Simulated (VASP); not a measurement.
Energy against volume of CrO2 (rutile). Calculation: vdW-DF-cx, VASP's PBE PAW potentials (set 64) (plane waves; VASP 6.6.1). Run with 520 eV cut-off, 7×7×11 Γ-centred mesh, first-order Methfessel-Paxton smearing of 0.10 eV, potentials Cr_pv O.

Shape and ions are relaxed at each volume.

| V (Å³/atom) | E (eV/atom) |
|---|---|
| 8.804 | -6.45576 |
| 9.085 | -6.47918 |
| 9.366 | -6.48671 |
| 9.647 | -6.48088 |

**Question.** Fit these four points and predict the energy of the run at 9.928 Å³/atom.

**Answer.** A cubic in V^(−2/3), the third-order Birch-Murnaghan form, passes through the four points with V0 = 9.38 Å³/atom and B0 = 252 GPa, and gives -6.4638 eV/atom there. The run gave -6.4639 eV/atom, -0.1 meV/atom from the fit; all five points give B0 = 251 GPa.

The compound is CrO2 in the rutile structure. It was relaxed first.
